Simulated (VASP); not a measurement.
Write the native input for VASP 6.6.1 that does the following.

- Task: single point
- Functional: r2SCAN
- Potentials or basis: VASP PAW PBE potentials, release 64 (Si, Sn_d)
- Cutoff: 520 eV
- k mesh: 4 × 4 × 4
- Occupations: gaussian, width 0.01 eV
- Spin: no spin polarisation
- Dipole correction: no
- Further INCAR settings: ALGO = Normal; EDIFF = 1e-06; NBANDS = 21

Si3Sn:

```xyz
4
Lattice="4.0376 0.0000 0.0000 0.0000 4.0376 0.0000 0.0000 0.0000 5.7486" Properties=species:S:1:pos:R:3 pbc="T T T"
Si    2.0188    0.0000    4.4529
Si    2.0188    2.0188    0.0000
Si    0.0000    2.0188    1.2957
Sn    0.0000    0.0000    2.8743
```

The cell was built by a generator and needn't be a form met in nature.

The input as run:

POSCAR

```
Si3Sn
1.0
    4.0376389110      0.0000000000      0.0000000000
    0.0000000000      4.0376389110      0.0000000000
    0.0000000000      0.0000000000      5.7486205295
Si Sn
3 1
Direct
    0.5000000000      0.0000000000      0.7746010627
    0.5000000000      0.5000000000      0.0000000000
    0.0000000000      0.5000000000      0.2253989373
    0.0000000000      0.0000000000      0.5000000000
```

INCAR.step1

```
SYSTEM = Si3Sn
  ALGO = Normal
  EDIFF = 1E-4
  ENCUT = 520
  GGA = PE
  ISMEAR = 0
  LASPH = .True.
  LCHARG = .False.
  LREAL = .False.
  LWAVE = .True.
  NBANDS = 21
  NELM = 100
  PREC = Accurate
  SIGMA = 0.01
```

INCAR.step2

```
SYSTEM = Si3Sn
  ALGO = Normal
  EDIFF = 1E-6
  ENCUT = 520
  ISIF = 2
  ISMEAR = 0
  ISTART = 1
  LASPH = .True.
  LCHARG = .False.
  LMIXTAU = .True.
  LREAL = .False.
  LWAVE = .False.
  METAGGA = R2SCAN
  NBANDS = 21
  NELM = 100
  PREC = Accurate
  SIGMA = 0.01
```

KPOINTS

```
k-points
0
Gamma
  4 4 4
  0 0 0
```

Potentials or basis: VASP PAW PBE potentials, release 64 (Si, Sn_d).

Launch:

```console
$ cat potpaw_PBE.64/Si/POTCAR potpaw_PBE.64/Sn_d/POTCAR > POTCAR
$ cp INCAR.step1 INCAR
$ mpirun -np 1 vasp_std > vasp.out
$ cp INCAR.step2 INCAR
$ mpirun -np 1 vasp_std > vasp.out
```

Results of the run:

The pressure is -0.1 GPa. The largest force is 0.033 eV/Å. The band gap on the k mesh is 0.41 eV, indirect (least direct gap 0.69 eV).

Caveat: the PAW data sets were made with another functional, which shifts forces and pressure a little; spin-orbit coupling is left out, which moves the levels of the heavy elements.

Run time: 52 s on 1 thread of Intel(R) Xeon(R) 6975P-C (Granite Rapids) (shared host), peak memory 0.21 GiB.
